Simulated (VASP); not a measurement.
Consider the following.

```
KBr
1.0
    0.00000     3.36600     3.36600
    3.36600     0.00000     3.36600
    3.36600     3.36600     0.00000
K Br
1 1
Direct
  0.00000   0.00000   0.00000
  0.50000   0.50000   0.50000
```

The numbers are results of PBE GGA, VASP's PBE PAW potentials (set 64) (plane waves; VASP), not measurements. Settings: 520 eV cut-off, 6×6×6 Γ-centred mesh, Gaussian smearing of 0.050 eV, potentials K_pv Br.

### Question
What does the run give for the energy per atom (σ→0), band gap (on the k-mesh) with the smallest direct gap where there is one?

### Answer

- band gap (on the k-mesh): 4.27 eV
- smallest direct gap (on the k-mesh): 4.27 eV
- energy per atom (σ→0): -3.092 eV/atom

Total energies compare only between runs with the same potentials, cut-off and functional.

The compound is KBr in the rock salt structure. The cell was not relaxed at this level. The run is one of a series of settings (ENCUT = 520, POTCAR K_pv Br (PBE.64 set) against the base run), some of them coarse on purpose.
